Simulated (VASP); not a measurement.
# FeC23 (a cell with a defect) in VASP: further runs

The runs below take FeC23 (a cell with a defect) through single point, relaxation of the atoms, with PBEsol+U.

Program: VASP 6.6.1. These are calculated values, not measurements. Logs are shortened: lines on timing, memory, paths and dates and some standing lists are left out, and cuts for length are marked.

## 1. Starting point

The cell holds a defect, 24 atoms: a = 7.566 Å, b = 5.044 Å, c = 5.044 Å, α = 60.00°, β = 60.00°, γ = 60.00°.

## 2. Single point, PBEsol+U, collinear spin, ferromagnetic start

The input, INCAR:

```
SYSTEM = FeC23
PREC = Accurate ; ENCUT = 450
EDIFF = 1E-5 ; ISMEAR = 0
SIGMA = 0.03 ; LREAL = Auto
LASPH = .True. ; NELM = 120
ALGO = Normal ; ISIF = 2
LWAVE = .False. ; LCHARG = .False.
ISPIN = 2 ; MAGMOM = 2 0 0 0 0 0 0 0 0 0 0 0 0 0 0 0 0 0 0 0 0 0 0 0
LORBIT = 11 ; NUPDOWN = 2
LMAXMIX = 4 ; LDAU = .True.
LDAUTYPE = 2 ; LDAUL = 2 -1
LDAUU = 4 0 ; LDAUJ = 0 0
LDAUPRINT = 1 ; GGA = PS
ISYM = 0 ; KPAR = 4
```

The input, KPOINTS:

```
Automatic mesh
0
Gamma
  3 5 5
  0 0 0
```

The input, POSCAR:

```
FeC23                                   
1.0
    0.0000000000      5.3503200000      5.3503200000
    3.5668800000      0.0000000000      3.5668800000
    3.5668800000      3.5668800000      0.0000000000
  Fe              C             
     1    23
Direct
     0.9941058467399687    0.0015947658391175    0.0015448538433791
     0.0004883876997670    0.0014471682375785    0.4975683943260661
     0.0005476052945744    0.4997632162095548    0.9991406163799518
     0.9999976832203495    0.5012175752377711    0.4995071355687417
     0.3324180758588697    0.0031494456080440    0.0010954708539399
     0.3387264240270494    0.0003939947072307    0.4904617664097872
     0.3389530145418347    0.4920346277996709    0.9985002774880773
     0.3319636770786374    0.5019783217182475    0.4998937598305562
     0.6679376726589238    0.0000868516379036    0.9978376726843389
     0.6591580069041912    0.0046654305227447    0.5064825312208954
     0.6591594258937805    0.5088218547967065    0.0023608575180629
     0.6670083656059919    0.5012646618836702    0.4990404454880168
     0.0937973054538472    0.1378256815084123    0.1354485614493706
     0.0968485534248469    0.1369901626925187    0.5805702722297019
     0.0973762120466274    0.5810202228855597    0.1354031434087954
     0.0840258749201532    0.6259469326372622    0.6237371020737916
     0.4259282867332579    0.1188673598511941    0.1170958771385432
     0.4120777119750750    0.1271204739727574    0.6300466760684755
     0.4120871829167793    0.6320874194749573    0.1251052776357894
     0.4176361822661977    0.6248178531677745    0.6228641058263200
     0.7110726643228823    0.1479545414421940    0.1452868711012672
     0.7504663538487540    0.1275323372202658    0.6237656344151588
     0.7505575313040213    0.6261154113823674    0.1251889915224966
     0.7475969552636004    0.6276146895664940    0.6253587055184778
```

Potentials or basis: VASP PAW PBE potentials, release 64 (Fe, C).

Run with:

```console
$ cat potpaw_PBE.64/Fe/POTCAR potpaw_PBE.64/C/POTCAR > POTCAR
$ mpirun -np 4 vasp_std > vasp.out
```

OUTCAR:

```text
SYSTEM = FeC23
   PREC = Accurate
   ENCUT = 450
   EDIFF = 1E-5
   ISMEAR = 0
   LREAL = Auto
   LASPH = .True.
   NELM = 120
   ISIF = 2
   ISPIN = 2
   LORBIT = 11
   NUPDOWN = 2
   GGA = PS
   ISYM = 0

 ion  position               nearest neighbor table
   1  0.994  0.002  0.002-  13 1.73  15 1.73  14 1.73  21 1.75   9 2.48   3 2.51   4 2.52   2 2.52
                             2 2.53   4 2.53   3 2.53  10 2.54  11 2.55   5 2.56   7 2.59   6 2.59
   2  0.000  0.001  0.498-  13 1.50  14 1.50  22 1.54  16 1.55   1 2.52   1 2.53
   3  0.001  0.500  0.999-  13 1.50  15 1.50  23 1.54  16 1.55   1 2.51   1 2.53
   4  1.000  0.501  0.500-  14 1.51  15 1.51  16 1.54  24 1.56   1 2.52   1 2.53
   5  0.332  0.003  0.001-  13 1.48  18 1.53  19 1.53  17 1.53   1 2.56
   6  0.339  0.000  0.490-  14 1.50  17 1.54  20 1.55  18 1.55   1 2.59
   7  0.339  0.492  0.999-  15 1.50  17 1.54  20 1.55  19 1.55   1 2.59
   8  0.332  0.502  0.500-  16 1.53  20 1.54  19 1.54  18 1.54
   9  0.668  0.000  0.998-  17 1.50  21 1.50  23 1.54  22 1.54   1 2.48
  10  0.659  0.005  0.506-  21 1.50  18 1.53  24 1.55  22 1.55   1 2.54
  11  0.659  0.509  0.002-  21 1.50  19 1.53  24 1.55  23 1.55   1 2.55
  12  0.667  0.501  0.499-  24 1.54  22 1.54  23 1.54  20 1.54
  13  0.094  0.138  0.135-   5 1.48   3 1.50   2 1.50   1 1.73
  14  0.097  0.137  0.581-   6 1.50   2 1.50   4 1.51   1 1.73
  15  0.097  0.581  0.135-   7 1.50   3 1.50   4 1.51   1 1.73
  16  0.084  0.626  0.624-   8 1.53   4 1.54   3 1.55   2 1.55
  17  0.426  0.119  0.117-   9 1.50   5 1.53   7 1.54   6 1.54
  18  0.412  0.127  0.630-  10 1.53   5 1.53   8 1.54   6 1.55
  19  0.412  0.632  0.125-  11 1.53   5 1.53   8 1.54   7 1.55
  20  0.418  0.625  0.623-  12 1.54   8 1.54   6 1.55   7 1.55
  21  0.711  0.148  0.145-  11 1.50  10 1.50   9 1.50   1 1.75
  22  0.750  0.128  0.624-  12 1.54   9 1.54   2 1.54  10 1.55
  23  0.751  0.626  0.125-  12 1.54   9 1.54   3 1.54  11 1.55
  24  0.748  0.628  0.625-  12 1.54  11 1.55  10 1.55   4 1.56

IMPORTANT INFORMATION: All symmetrisations will be switched off!
NOSYMM: (Re-)initialisation of all symmetry stuff for point group C_1.

----------------------------------------------------------------------------------------

                                     Primitive cell

  volume of cell :     136.1403

  direct lattice vectors                    reciprocal lattice vectors
     0.000000000  5.350320000  5.350320000    -0.093452354  0.093452354  0.093452354
     3.566880000  0.000000000  3.566880000     0.140178531 -0.140178531  0.140178531
     3.566880000  3.566880000  0.000000000     0.140178531  0.140178531 -0.140178531

  length of vectors
     7.566495107  5.044330071  5.044330071     0.161864226  0.242796338  0.242796338

  position of ions in fractional coordinates (direct lattice)
     0.994105847  0.001594766  0.001544854
     0.000488388  0.001447168  0.497568394
[... 222 lines left out ...]
  ---------------------------------------------------
  ext. energy  EPLUGINS =         0.00000000
  ---------------------------------------------------
  free energy    TOTEN  =      -219.29537153 eV

  energy without entropy =     -219.29432245  energy(sigma->0) =     -219.29484699

 E-fermi :  10.3734     XC(G=0): -13.6164

 val. band max:       11.9457193818   @ k =  -0.3333   0.4000   0.4000
 cond. band min:      11.9880477255   @ k =  -0.3333  -0.2000   0.4000
 fundamental gap:      0.0423283437
 Fermi energy:        11.9471320842

 spin component 1

 k-point     1 :       0.0000    0.0000    0.0000
  band No.  band energies     occupation
      1     -11.7290      1.00000
      2      -8.8855      1.00000
      3      -8.5695      1.00000
      4      -6.2610      1.00000
      5      -6.1274      1.00000
      6      -6.1180      1.00000
[... 3113 lines left out ...]
     61      17.5007      0.00000
     62      17.8584      0.00000

 [... further k-points ...]

 [bands above 62 left out]

------------------------ aborting loop because EDIFF is reached ----------------------------------------

  FORCE on cell =-STRESS in cart. coord.  units (eV):
  Direction    XX          YY          ZZ          XY          YZ          ZX
  --------------------------------------------------------------------------------------
  -------------------------------------------------------------------------------------
  Total       22.2355576     17.8046121     17.5626984     -2.9615651      1.9746884     -2.7511804
  in kB      261.6807983    209.5348901    206.6879109    -34.8533977     23.2392661    -32.3774696
  external PRESSURE =     225.9678664 kB  Pullay stress =       0.0000000 kB

 VOLUME and BASIS-vectors are now :
 -----------------------------------------------------------------------------
  energy-cutoff  :      450.00
  volume of cell :      136.14
      direct lattice vectors                 reciprocal lattice vectors
     0.000000000  5.350320000  5.350320000    -0.093452354  0.093452354  0.093452354
     3.566880000  0.000000000  3.566880000     0.140178531 -0.140178531  0.140178531
     3.566880000  3.566880000  0.000000000     0.140178531  0.140178531 -0.140178531

 POSITION                                       TOTAL-FORCE (eV/Angst)
 -----------------------------------------------------------------------------------
      0.01120      5.32429      5.32447         0.015311     -0.048822     -0.025770
      1.77993      1.77738      0.00777         0.018586      0.006303     -0.022378
      5.34641      3.56674      1.78553         0.011861     -0.027920     -0.001285
      3.56946      7.13199      7.13809         0.002738     -0.017142     -0.009878
      0.01514      1.78245      1.78978         0.044870     -0.003943     -0.004378
      1.75082      3.56171      1.81370        -0.008551     -0.018474      0.005456
[... 16 lines left out ...]
      2.67981      4.46226      6.24900         0.000139     -0.009836     -0.012093
      4.46921      6.23046      6.23851         0.009313      0.007188      0.006628
 -----------------------------------------------------------------------------------
    total drift:                                0.000634      0.001334     -0.000255

  FREE ENERGIE OF THE ION-ELECTRON SYSTEM (eV)
  ---------------------------------------------------
  free  energy   TOTEN  =      -219.2953715291 eV

  energy  without entropy=     -219.2943224465  energy(sigma->0) =     -219.29484699

 total charge

# of ion       s       p       d       tot
------------------------------------------
    1        0.777   0.854   7.165   8.796
    2        0.834   1.767   0.000   2.601
    3        0.834   1.768   0.000   2.601
    4        0.828   1.747   0.000   2.575
    5        0.837   1.784   0.000   2.620
    6        0.831   1.755   0.000   2.586
[... 16 lines left out ...]
   23        0.828   1.738   0.000   2.566
   24        0.826   1.726   0.000   2.552
--------------------------------------------------
tot         19.995  41.383   7.165  68.543

 magnetization (x)

# of ion       s       p       d       tot
------------------------------------------
    1        0.013   0.085   1.722   1.820
    2        0.002   0.004   0.000   0.006
    3        0.002   0.005   0.000   0.006
    4        0.006   0.018   0.000   0.024
    5        0.005   0.010   0.000   0.015
    6        0.001   0.004   0.000   0.005
[... 16 lines left out ...]
   23        0.001   0.004   0.000   0.004
   24        0.001   0.004   0.000   0.005
--------------------------------------------------
tot          0.039   0.063   1.722   1.824
```

OSZICAR:

```text
N       E                     dE             d eps       ncg     rms          rms(c)
DAV:   1     0.616778981122E+03    0.61678E+03   -0.45155E+04  9760   0.143E+03
DAV:   2    -0.146881141623E+03   -0.76366E+03   -0.71201E+03 10744   0.359E+02
DAV:   3    -0.226633631727E+03   -0.79752E+02   -0.77655E+02 11760   0.119E+02
DAV:   4    -0.229967799746E+03   -0.33342E+01   -0.32771E+01 13128   0.248E+01
DAV:   5    -0.230085599810E+03   -0.11780E+00   -0.11765E+00 13176   0.411E+00    0.373E+01
DAV:   6    -0.227937316946E+03    0.21483E+01   -0.65755E+01 14536   0.704E+01    0.379E+01
DAV:   7    -0.220089770247E+03    0.78475E+01   -0.55619E+01 14240   0.136E+02    0.158E+01
DAV:   8    -0.219334482241E+03    0.75529E+00   -0.54136E+00 11936   0.899E+00    0.877E+00
DAV:   9    -0.219066281946E+03    0.26820E+00   -0.18093E+00 14736   0.104E+01    0.330E+00
DAV:  10    -0.219216222948E+03   -0.14994E+00   -0.47577E-01 14448   0.473E+00    0.177E+00
DAV:  11    -0.219264371793E+03   -0.48149E-01   -0.10476E-01 14184   0.242E+00    0.987E-01
DAV:  12    -0.219290320270E+03   -0.25948E-01   -0.17283E-02 13632   0.938E-01    0.427E-01
DAV:  13    -0.219293754450E+03   -0.34342E-02   -0.23255E-03 13832   0.331E-01    0.255E-01
DAV:  14    -0.219295073372E+03   -0.13189E-02   -0.11157E-03 13760   0.245E-01    0.126E-01
DAV:  15    -0.219295329329E+03   -0.25596E-03   -0.47585E-04 13000   0.113E-01    0.666E-02
DAV:  16    -0.219295367563E+03   -0.38234E-04   -0.92494E-05 12376   0.576E-02    0.342E-02
DAV:  17    -0.219295371529E+03   -0.39658E-05   -0.12010E-05  7360   0.229E-02
   1 F= -.21929537E+03 E0= -.21929485E+03  d E =-.104908E-02  mag=     2.0000
```

It took 7.2 min on 4 MPI ranks of Intel Xeon Platinum 8259CL at 2.50GHz (Skylake/Cascade Lake), shared host; peak memory 0.52 GiB.

What came out:

| Property | Result |
| --- | --- |
| Free energy | -219.2954 eV |
| Largest force | 0.129 eV/Å |
| Net moment | 2.00 μB per cell |
| Site moments | Fe +1.82; C +0.01, +0.02, +0.00, -0.00, -0.04, -0.03 μB |
| Valence electrons inside the program's atomic spheres | Fe 8.80; C 2.60, 2.58, 2.62, 2.59, 2.61, 2.67, 2.65, 2.57, 2.68, 2.55 |

Forces in eV/Å, atoms in the order of the input:
```
Fe   0.015 -0.049 -0.026
C    0.019  0.006 -0.022
C    0.012 -0.028 -0.001
C    0.003 -0.017 -0.010
C    0.045 -0.004 -0.004
C   -0.009 -0.018  0.005
C   -0.009 -0.003 -0.022
C    0.003  0.011  0.008
C    0.012  0.007  0.006
C   -0.002 -0.009  0.006
C    0.005  0.000 -0.002
C   -0.010  0.003  0.012
C   -0.121  0.040  0.017
C   -0.011  0.088  0.039
C    0.004  0.034  0.093
C    0.004 -0.002 -0.009
C   -0.025 -0.002  0.000
C    0.012 -0.003  0.000
C    0.011 -0.005  0.004
C   -0.005  0.004  0.005
C    0.038 -0.059 -0.075
C    0.001  0.009 -0.018
C    0.000 -0.010 -0.012
C    0.009  0.007  0.007
```

Eigenvalues of the final occupation matrices:
```csv
site,spin,trace,eigenvalues
site 1 d,1,4.48,0.83 0.85 0.89 0.95 0.96
site 1 d,2,2.75,0.07 0.52 0.61 0.62 0.93
```

Caveat: the cutoff is under 1.25 times the usual one of these potentials, so pressure, stress and relaxed cells hold a basis-set (Pulay) error; the PAW data sets were made with another functional, which shifts forces and pressure a little; the total moment is fixed, so each spin has its own Fermi level; the U is typed as a test and isn't derived for this compound.

## 3. Single point, PBEsol+U, collinear spin, ferromagnetic start

Edit INCAR of step 2 so:

```diff
@@ -7,4 +7,4 @@
 LWAVE = .False. ; LCHARG = .False.
-ISPIN = 2 ; MAGMOM = 2 0 0 0 0 0 0 0 0 0 0 0 0 0 0 0 0 0 0 0 0 0 0 0
-LORBIT = 11 ; NUPDOWN = 2
+ISPIN = 2 ; MAGMOM = 4 0 0 0 0 0 0 0 0 0 0 0 0 0 0 0 0 0 0 0 0 0 0 0
+LORBIT = 11 ; NUPDOWN = 4
 LMAXMIX = 4 ; LDAU = .True.
```

The input, KPOINTS:

```
Automatic mesh
0
Gamma
  3 4 4
  0 0 0
```

POSCAR is that of step 2.

Potentials or basis: VASP PAW PBE potentials, release 64 (Fe, C).

Run with:

```console
$ cat potpaw_PBE.64/Fe/POTCAR potpaw_PBE.64/C/POTCAR > POTCAR
$ mpirun -np 4 vasp_std > vasp.out
```

It took 5.2 min on 4 MPI ranks of Intel Xeon Platinum 8259CL at 2.50GHz (Skylake/Cascade Lake), shared host; peak memory 0.44 GiB.

Results (log left out):

```yaml
Free_energy: -218.2863 eV
Largest_force: 1.459 eV/Å
Net_moment: 4.00 μB per cell
Site_moments: Fe +3.06; C +0.02, +0.01, -0.00, +0.04, +0.05, +0.13 μB
Valence_electrons_inside_the_program's_atomic_spheres: Fe 8.66; C 2.59, 2.60, 2.58, 2.62, 2.61, 2.69, 2.67, 2.57, 2.70, 2.55
```

Forces on the atoms (eV/Å):
```
Fe   0.118 -0.426 -0.402
C    0.031 -0.061  0.022
C    0.023  0.020 -0.076
C   -0.158 -0.010 -0.012
C    0.178 -0.016 -0.014
C    0.054 -0.121 -0.054
C    0.054 -0.060 -0.124
C   -0.015  0.038  0.033
C    0.104 -0.228 -0.230
C   -0.042 -0.109  0.009
C   -0.036  0.008 -0.098
C   -0.011  0.001  0.009
C    0.724  0.906  0.884
C   -0.924 -0.313  0.944
C   -0.886  0.920 -0.293
C   -0.003  0.011  0.003
C   -0.197  0.105  0.107
C   -0.010  0.081 -0.019
C   -0.012 -0.025  0.086
C    0.015  0.004  0.004
C    0.937 -0.594 -0.617
C   -0.023 -0.039 -0.102
C   -0.024 -0.095 -0.061
C    0.103  0.004  0.001
```

Eigenvalues of the final occupation matrices:
| site | spin | trace | eigenvalues |
| --- | --- | --- | --- |
| site 1 d | 1 | 4.85 | 0.94 0.95 0.97 0.97 1.01 |
| site 1 d | 2 | 2.08 | 0.07 0.07 0.63 0.65 0.66 |

Caveat: the k mesh is coarse (spacing up to 0.38 Å⁻¹), so the values aren't converged; the cutoff is under 1.25 times the usual one of these potentials, so pressure, stress and relaxed cells hold a basis-set (Pulay) error; the PAW data sets were made with another functional, which shifts forces and pressure a little; the total moment is fixed, so each spin has its own Fermi level; the U is typed as a test and isn't derived for this compound.

[end of part 1 of 2]
